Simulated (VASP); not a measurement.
Here is a VASP 6.6.1 calculation.

File INCAR:

```
  PREC = Accurate
  ENCUT = 600
  EDIFF = 1E-6
  ISMEAR = 0
  SIGMA = 0.03
  LREAL = False
  LASPH = True
  NELM = 80
  ALGO = Normal
  ISIF = 3
  LWAVE = False
  LCHARG = False
  GGA = PE
  IBRION = 2
  NSW = 90
  EDIFFG = -0.01
  LATTICE_CONSTRAINTS = .TRUE. .TRUE. .FALSE.
  KPAR = 4
```

The input KPOINTS:

```
regular mesh
0
Gamma
  12 12 1
```

File POSCAR:

```
MoS2
1.0
    3.1690000000      0.0000000000      0.0000000000
   -1.5845000000      2.7444345000      0.0000000000
    0.0000000000      0.0000000000     33.4542960000
S Mo
6 3
Direct
    0.3333333300      0.6666666700      0.2690237500
    0.3333333300      0.6666666700      0.3625930700
    0.6666666700      0.3333333300      0.4532153400
    0.6666666700      0.3333333300      0.5467846600
    0.3333333300      0.6666666700      0.6374069300
    0.3333333300      0.6666666700      0.7309762500
    0.6666666700      0.3333333300      0.3158084100
    0.3333333300      0.6666666700      0.5000000000
    0.6666666700      0.3333333300      0.6841915900
```

Potentials or basis: VASP PAW PBE potentials, release 64 (S, Mo_sv).

Run with:

```sh
$ cat potpaw_PBE.64/S/POTCAR potpaw_PBE.64/Mo_sv/POTCAR > POTCAR
$ mpirun -np 4 vasp_std > vasp.out
```

Estimate the band gap on the k mesh.

1.47 eV, indirect (least direct gap 1.67 eV).

Predict the relaxed volume.

32.63 Å³/atom.

Estimate the relaxed cell.

a = 3.184 Å, b = 3.184 Å, c = 33.454 Å, α = 90.00°, β = 90.00°, γ = 120.00°.

What does it give for the space group after relaxing (to 0.05 Å)?

P-6m2 (No. 187).

Final structure:
```
S Mo
1.0
     3.18362    0.00000    0.00000
    -1.59181    2.75710    0.00000
     0.00000    0.00000   33.45430
S Mo
6 3
Direct
  0.33333 0.66667 0.23869
  0.33333 0.66667 0.33210
  0.66667 0.33333 0.45329
  0.66667 0.33333 0.54671
  0.33333 0.66667 0.66790
  0.33333 0.66667 0.76131
  0.66667 0.33333 0.28539
  0.33333 0.66667 0.50000
  0.66667 0.33333 0.71461
```

Expect the measured gap to be larger: semilocal functionals such as PBE lack the derivative discontinuity. PBE usually gives volumes a little too large and moduli too small.
